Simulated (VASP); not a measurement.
PtSe2 (1T layered): the band gap from VASP (plane waves, PAW) at several levels of theory. Gaps are without spin-orbit coupling. Each level names its cell: its own relaxed one, PBE's, or the starting one. A gap is the smallest over the k-mesh and a band path; hybrids may have named points in place of the path, and GW has the mesh alone. Without a dispersion term in the relaxation, distances and binding between the weakly bound layers, chains or molecules are unreliable, and so is what depends on them.

```tsv
level	band gap (eV)
LDA (own cell)	0 (metallic)
PBE (own cell) [volume +28 % from the start]	0.82
PBEsol (own cell)	0 (metallic)
RPBE (own cell) [volume +59 % from the start]	1.24
AM05 (own cell)	0 (metallic)
PBE-D3(BJ) (own cell)	0 (metallic)
PBE-D4 (own cell)	0 (metallic)
optB88-vdW (own cell)	0 (metallic)
rev-vdW-DF2 (own cell)	0 (metallic)
SCAN (own cell)	0.65
r2SCAN (own cell)	0.58
```

The cell of the LDA (own cell) run:

```
PtSe2
1.0
    1.87101    -3.24068     0.00000
    1.87101     3.24068     0.00000
    0.00000     0.00000     4.76865
Pt Se
1 2
Direct
  0.00000   0.00000   0.00000
  0.33333   0.66667   0.26521
  0.66667   0.33333   0.73479
```

Only levels that ran to the end are used. Left out are those held back, those with too coarse a band path, GW runs whose mesh misses a band edge, hybrids' fits of cells that aren't cubic and levels without matching references; a question may draw on a part of the rest.

The compound is PtSe2 in the 1T layered structure.
